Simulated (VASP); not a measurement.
Energy against volume of BAs (zinc blende). Method: MS2 meta-GGA, VASP's PBE PAW potentials (set 64) (plane waves; VASP). Settings: 520 eV cut-off, 10×10×10 Γ-centred mesh, Gaussian smearing of 0.050 eV, potentials B As.

```tsv
V (Å³/atom)	E (eV/atom)
13.211	-7.09855
13.620	-7.10464
14.029	-7.09940
14.437	-7.08441
```

### Question
Fit these four points and predict the energy of the run at 12.803 Å³/atom.

### Answer
A cubic in V^(−2/3), the third-order Birch-Murnaghan form, passes through the four points with V0 = 13.63 Å³/atom and B0 = 147 GPa, and gives -7.0794 eV/atom there. The run gave -7.0793 eV/atom, +0.1 meV/atom from the fit; all five points give B0 = 148 GPa.

The compound is BAs in the zinc blende structure. It was relaxed first.
